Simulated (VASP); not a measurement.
An input for Ansatz (written as the equivalent of a VASP run, and not itself run):

Ansatz 0.2 input:
```yaml
crystal:
  lattice:
    - [0.0000000, 2.9946529, 2.9946529]
    - [2.9946529, 0.0000000, 2.9946529]
    - [2.9946529, 2.9946529, 0.0000000]
  atoms:
    - { symbol: Al, position: [0.2500000, 0.2500000, 0.2500000] }
    - { symbol: Al, position: [0.7500000, 0.7500000, 0.7500000] }
    - { symbol: Au, position: [0.0000000, 0.0000000, 0.0000000] }
kpoints:
  mp_grid: { grid: [10, 10, 10] }
hamiltonian:
  xc: pbe
  dispersion: d4
  pseudopotentials: { kind: paw }
scf:
  occupations: { method: tetrahedron }
  max_iter: 100
output: { forces: true, stress: true, eigenvalues: true }
```

Question: Write the VASP files for the same calculation (PBE-D4).

Answer: Several could match; the one computed here: 
**INCAR**
```
NELM=100   ! most electronic steps
LORBIT=11
GGA=PE   ! PBE
LWAVE=.FALSE.
LMAXMIX=6
LREAL=.FALSE.
LCHARG=.TRUE.
LASPH=.TRUE.   ! aspherical one-centre terms
LEFG=.TRUE.
ISMEAR=-5
PREC=Accurate
EDIFF=1E-7
IVDW=13   ! D4
ISIF=2
SYSTEM=AuAl2
ENCUT=520
NEDOS=601
ALGO=Normal   ! blocked Davidson
```

File KPOINTS:
```
Automatic mesh
0
Gamma
10 10 10
0 0 0
```

File POSCAR:
```
AuAl2
1
    0.0000000000     2.9946528677     2.9946528677
    2.9946528677     0.0000000000     2.9946528677
    2.9946528677     2.9946528677     0.0000000000
Al Au
2 1
Direct
  0.2500000000   0.2500000000   0.2500000000
  0.7500000000   0.7500000000   0.7500000000
  0.0000000000   0.0000000000   0.0000000000
```

POTCAR, in this order: Al Au (PBE.64 set). Program: vasp_std.

The two are equivalent in intent, not identical: each code has its own PAW files, so the cut-off isn't converted (ENCUT is set for VASP's; basis.ecutwfc is left out, and Ansatz then takes the one that its files recommend); Ansatz stops its SCF on the density residual and VASP on the energy change (EDIFF); the field gradients of LEFG aren't asked of the other code.

The compound is AuAl2 in the fluorite structure. It was relaxed first.
